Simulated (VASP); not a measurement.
# MgAl2Sb2 (P-3m1) in VASP: reference runs, part 2 of 2

VASP 6.6.1. Earlier steps stand in the parts before.

### Step 3. Single point, PBE (atoms moved at random, drawn with an rms of 0.05 Å)

INCAR

```
PREC = Accurate
ENCUT = 520
EDIFF = 1E-7
ISMEAR = -1
SIGMA = 0.05
LREAL = F
LASPH = T
NELM = 100
ALGO = Normal
ISIF = 2
LWAVE = F
LCHARG = T
GGA = PE
LELF = T
LVHAR = T
NBANDS = 17
```

KPOINTS

```
Automatic mesh
0
Gamma
  7 7 4
```

POSCAR

```
MgAl2Sb2
1.0
    4.6038418900      0.0000000000      0.0000000000
   -2.3019209450      3.9870440318      0.0000000000
    0.0000000000      0.0000000000      7.0863240000
Sb Al Mg
2 2 1
Direct
    0.3340540000      0.6675490000      0.2300130000
    0.6658320000      0.3316720000      0.7715910000
    0.3402420000      0.6680640000      0.6238180000
    0.6574780000      0.3335030000      0.3674300000
    0.0030690000      0.0013370000      0.0019500000
```

Potentials or basis: VASP PAW PBE potentials, release 64 (Sb, Al, Mg).

Started as:

```sh
$ cat potpaw_PBE.64/Sb/POTCAR potpaw_PBE.64/Al/POTCAR potpaw_PBE.64/Mg/POTCAR > POTCAR
$ mpirun -np 1 vasp_std > vasp.out
```

OUTCAR:

```text
PREC = Accurate
   ENCUT = 520
   EDIFF = 1E-7
   ISMEAR = -1
   LREAL = F
   LASPH = T
   NELM = 100
   ISIF = 2
   GGA = PE

 ion  position               nearest neighbor table
   1  0.334  0.668  0.230-   3 2.79   4 2.80   4 2.83   4 2.87   5 3.10   5 3.11   5 3.12
   2  0.666  0.332  0.772-   3 2.84   3 2.85   4 2.86   3 2.89   5 3.11   5 3.12   5 3.13
   3  0.340  0.668  0.624-   1 2.79   2 2.84   2 2.85   2 2.89   4 3.17   4 3.22   4 3.27
   4  0.657  0.334  0.367-   1 2.80   1 2.83   2 2.86   1 2.87   3 3.17   3 3.22   3 3.27
   5  0.003  0.001  0.002-   1 3.10   2 3.11   1 3.11   1 3.12   2 3.12   2 3.13

  LATTYP: Found a hexagonal cell.
 ALAT       =     4.6038418900
 C/A-ratio  =     1.5392196712

  Lattice vectors:

 A1 = (   4.6038418900,   0.0000000000,   0.0000000000)
 A2 = (  -2.3019209450,   3.9870440318,   0.0000000000)
 A3 = (   0.0000000000,   0.0000000000,   7.0863240000)

Analysis of symmetry for initial positions (statically):
=====================================================================
 Subroutine PRICEL returns:
 Original cell was already a primitive cell.

 Routine SETGRP: Setting up the symmetry group for a
 hexagonal supercell.

 Subroutine GETGRP returns: Found  1 space group operations
 (whereof  1 operations were pure point group operations)
 out of a pool of 24 trial point group operations.

The static configuration has the point symmetry C_1 .

Analysis of symmetry for dynamics (positions and initial velocities):
=====================================================================
 Subroutine PRICEL returns:
 Original cell was already a primitive cell.

 Routine SETGRP: Setting up the symmetry group for a
 hexagonal supercell.

 Subroutine GETGRP returns: Found  1 space group operations
 (whereof  1 operations were pure point group operations)
 out of a pool of 24 trial point group operations.

The dynamic configuration has the point symmetry C_1 .

 Subroutine INISYM returns: Found  1 space group operations
 (whereof  1 operations are pure point group operations),
 and found     1 'primitive' translations

----------------------------------------------------------------------------------------

                                     Primitive cell

  volume of cell :     130.0746

  direct lattice vectors                    reciprocal lattice vectors
     4.603841890  0.000000000  0.000000000     0.217209892  0.125406190  0.000000000
    -2.301920945  3.987044032  0.000000000     0.000000000  0.250812379  0.000000000
     0.000000000  0.000000000  7.086324000     0.000000000  0.000000000  0.141116889

  length of vectors
     4.603841890  4.603841890  7.086324000     0.250812379  0.250812379  0.141116889

  position of ions in fractional coordinates (direct lattice)
     0.334054000  0.667549000  0.230013000
     0.665832000  0.331672000  0.771591000
     0.340242000  0.668064000  0.623818000
     0.657478000  0.333503000  0.367430000
     0.003069000  0.001337000  0.001950000

  ion indices of the primitive-cell ions
   primitive index   ion index
                 1           1
                 2           2
                 3           3
                 4           4
                 5           5

[... 29 lines left out ...]
  0.142857 -0.000000  0.000000      2.000000
  0.000000  0.142857  0.000000      2.000000
 -0.142857  0.142857  0.000000      2.000000
  0.285714  0.000000  0.000000      2.000000
  0.000000  0.285714  0.000000      2.000000
[... 16 lines left out ...]
  0.285714  0.285714  0.000000      2.000000
 -0.285714 -0.428571  0.000000      2.000000
 [... further k-points ...]
   k-points           NKPTS =     99   k-points in BZ     NKDIM =     99   number of bands    NBANDS=     17
   number of dos      NEDOS =    301   number of ions     NIONS =      5
   total plane-waves  NPLWV =  69984
   dimension x,y,z NGX =    36 NGY =   36 NGZ =   54
   dimension x,y,z NGXF=    72 NGYF=   72 NGZF=  108
   ions per type =               2   2   1
   NGX,Y,Z   is equivalent  to a cutoff of  13.00, 13.00, 12.67 a.u.
   NGXF,Y,Z  is equivalent  to a cutoff of  26.00, 26.00, 25.34 a.u.
 SYSTEM =  unknown system
   PREC   = accura    normal or accurate (medium, high low for compatibility)
   ISTART =      0    job   : 0-new  1-cont  2-samecut
   ICHARG =      2    charge: 1-file 2-atom 10-const
   ISPIN  =      1    spin polarized calculation?
   LNONCOLLINEAR =      F non collinear calculations
   LSORBIT =      F    spin-orbit coupling
   LASPH  =      T    aspherical Exc in radial PAW
   ENCUT  =  520.0 eV  38.22 Ry    6.18 a.u.   8.56  8.56 13.18*2*pi/ulx,y,z
   NELM   =    100;   NELMIN=  2; NELMDL= -5     # of ELM steps
   EDIFF  = 0.1E-06   stopping-criterion for ELM
   LREAL  =      F    real-space projection
   EDIFFG = 0.1E-05   stopping-criterion for IOM
   NSW    =      0    number of steps for IOM
   IBRION =     -1    ionic relax: 0-MD 1-quasi-New 2-CG
   NFREE  =      0    steps in history (QN), initial steepest desc. (CG)
   ISIF   =      2    stress and relaxation
   ISYM   =      2    0-nonsym 1-usesym 2-fastsym
   POTIM  = 0.5000    time-step for ionic-motion
   TEBEG  =    0.0;   TEEND  =   0.0 temperature during run
   PSTRESS=    0.0 pullay stress
   NELECT =      18.0000    total number of electrons
   NUPDOWN=      -1.0000    fix difference up-down
   EMIN   =  10.00;   EMAX   =-10.00  energy-range for DOS
   EFERMI =   0.00;   METHOD = LEGACY
   ISMEAR =    -1;   SIGMA  =   0.05  broadening in eV -4-tet -1-fermi 0-gaus
   EFERMI_NEDOS =   21; number of points for ismear=-14 and -15
   IALGO  =     38    algorithm
   IMIX   =      4    mixing-type and parameters
     AMIX     =   0.40;   BMIX     =  1.00
     AMIX_MAG =   1.60;   BMIX_MAG =  1.00
  volume/ion in A,a.u.               =      26.01       175.56
  Fermi-wavevector in a.u.,A,eV,Ry     =   0.846775  1.600173  9.755764  0.717028
  Thomas-Fermi vector in A             =   1.962176
   LORBIT       =      0    0 simple, 1 ext, 2 COOP (PROOUT), +10 PAW based schemes
   GGA     = PE    functional components
   LHFCALC =     F    Hartree Fock is set to
   AEXX    =    0.0000 exact exchange contribution
   IVDW    =     0    specifies the selected vdW correction
   LEPSILON=     F    determine dielectric tensor
   LRPA    =     F    only Hartree local field effects (RPA)
 non-spin polarized calculation
  energy-cutoff  :      520.00
  volume of cell :      130.07
 maximum number of plane-waves:      3561
 NGX is ok and might be reduce to    36
   NGX = 17   NGY = 17   NGZ = 27

 number of electron      17.9999999 magnetization

 Free energy of the ion-electron system (eV)
  ---------------------------------------------------
  ext. energy  EPLUGINS =         0.00000000
  ---------------------------------------------------
  free energy    TOTEN  =       -17.11201519 eV

  energy without entropy =      -17.09345551  energy(sigma->0) =      -17.10273535

 E-fermi :   5.8086     XC(G=0):  -9.0316

 val. band max:        5.8016041838   @ k =  -0.2857   0.0000   0.2500
 cond. band min:       5.8321539308   @ k =  -0.2857  -0.4286   0.5000
 fundamental gap:      0.0305497470
 Fermi energy:         5.8086009899

 k-point     1 :       0.0000    0.0000    0.0000
  band No.  band energies     occupation
      1      -5.6370      2.00000
      2      -4.1250      2.00000
      3      -0.5174      2.00000
      4       3.3395      2.00000
      5       3.4888      2.00000
      6       3.9866      2.00000
[... 457 lines left out ...]
      4       0.2306      2.00000
      5       0.7952      2.00000
      6       1.7107      2.00000
[... 9 lines left out ...]
     16      10.3595      0.00000
     17      10.6765      0.00000

 [... further k-points ...]

------------------------ aborting loop because EDIFF is reached ----------------------------------------

  FORCE on cell =-STRESS in cart. coord.  units (eV):
  Direction    XX          YY          ZZ          XY          YZ          ZX
  --------------------------------------------------------------------------------------
  -------------------------------------------------------------------------------------
  Total        0.3245492      0.4294335     -0.0548553     -0.3577534      0.0158678      0.1929907
  in kB        3.9975940      5.2894933     -0.6756735     -4.4065824      0.1954497      2.3771388
  external PRESSURE =       2.8704712 kB  Pullay stress =       0.0000000 kB

 VOLUME and BASIS-vectors are now :
 -----------------------------------------------------------------------------
  energy-cutoff  :      520.00
  volume of cell :      130.07
      direct lattice vectors                 reciprocal lattice vectors
     4.603841890  0.000000000  0.000000000     0.217209892  0.125406190  0.000000000
    -2.301920945  3.987044032  0.000000000     0.000000000  0.250812379  0.000000000
     0.000000000  0.000000000  7.086324000     0.000000000  0.000000000  0.141116889

 POSITION                                       TOTAL-FORCE (eV/Angst)
 -----------------------------------------------------------------------------------
      0.00129      2.66155      1.62995        -0.135175     -0.002237     -0.166584
      2.30190      1.32239      5.46774         0.088854      0.040028     -0.116836
      0.02859      2.66360      4.42058        -0.111115     -0.032121      0.274005
      2.25923      1.32969      2.60373         0.178053      0.004316      0.046654
      0.01105      0.00533      0.01382        -0.020617     -0.009986     -0.037239
 -----------------------------------------------------------------------------------
    total drift:                               -0.000006     -0.000021      0.000101

  FREE ENERGIE OF THE ION-ELECTRON SYSTEM (eV)
  ---------------------------------------------------
  free  energy   TOTEN  =       -17.1120151949 eV

  energy  without entropy=      -17.0934555057  energy(sigma->0) =      -17.10273535
```

It took 1.7 min on 1 thread of Intel Xeon 6975P-C (Granite Rapids), shared host; peak memory 0.4 GiB.

Results:

```yaml
Free_energy: -17.1120 eV
Pressure: 0.3 GPa
Largest_force: 0.297 eV/Å
Band_gap_on_the_k_mesh: none (metal or under the smearing width)
```

Forces on the atoms (eV/Å):
```
Sb  -0.135 -0.002 -0.167
Sb   0.089  0.040 -0.117
Al  -0.111 -0.032  0.274
Al   0.178  0.004  0.047
Mg  -0.021 -0.010 -0.037
```

Spin-orbit coupling is left out, which matters for the levels of Sb.
